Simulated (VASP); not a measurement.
I3Ga, 4 atoms in the cell. The cell holds a molecule in a box, 4 atoms: a = 12.000 Å, b = 14.000 Å, c = 12.000 Å, α = 90.00°, β = 90.00°, γ = 90.00°. 

* Program: VASP 6.6.1
* Task: relaxation of the atoms
* Functional: RPBE
* Potentials or basis: VASP PAW PBE potentials, release 64 (I, Ga_d)
* Cutoff: 520 eV
* k mesh: 1 × 1 × 1
* Occupations: gaussian, width 0.01 eV
* Spin: no spin polarisation
* Further INCAR settings: ALGO = Fast; EDIFF = 1e-06; IBRION = 2; EDIFFG = -0.01; NSW = 40

Potentials or basis: VASP PAW PBE potentials, release 64 (I, Ga_d).

The run is started by

```sh
$ cat potpaw_PBE.64/I/POTCAR potpaw_PBE.64/Ga_d/POTCAR > POTCAR
$ mpirun -np 1 vasp_gam > vasp.out
```

Hardware: 1 thread of AMD EPYC 9R45 96-Core Processor (Zen 5) (shared host).

Question: How long does it take, and how much memory?

Answer: Run time: 3.4 min on 1 thread of AMD EPYC 9R45 96-Core Processor (Zen 5), on a shared host, peak memory 1.6 GiB. Counts: scf iterations 51, k points 1, ion steps 4.
